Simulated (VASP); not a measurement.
Calculation: PBE GGA, VASP's PBE PAW potentials (set 64) (plane waves; VASP 6.6.1). For the first row: Run with 520 eV cut-off, 10×10×10 Γ-centred mesh, tetrahedra with Blöchl corrections, potentials Be C.

| system | energy (eV/atom) |
|---|---|
| Be₂C (antifluorite) | -5.8186 |
| Be (hcp) | -3.7651 |
| C (graphite) | -9.2262 |

The references are the elements' solids at the same level; no temperature or zero-point terms are added.  Without a dispersion term in the relaxation, distances and binding between the weakly bound layers, chains or molecules are unreliable, and so is what depends on them.

Task: What is the formation energy per atom of Be2C?

Result: The references average (2×(-3.7651) + 1×(-9.2262))/3 = -5.5855 eV, so the formation energy is -5.8186 − (-5.5855) = -0.233 eV/atom.
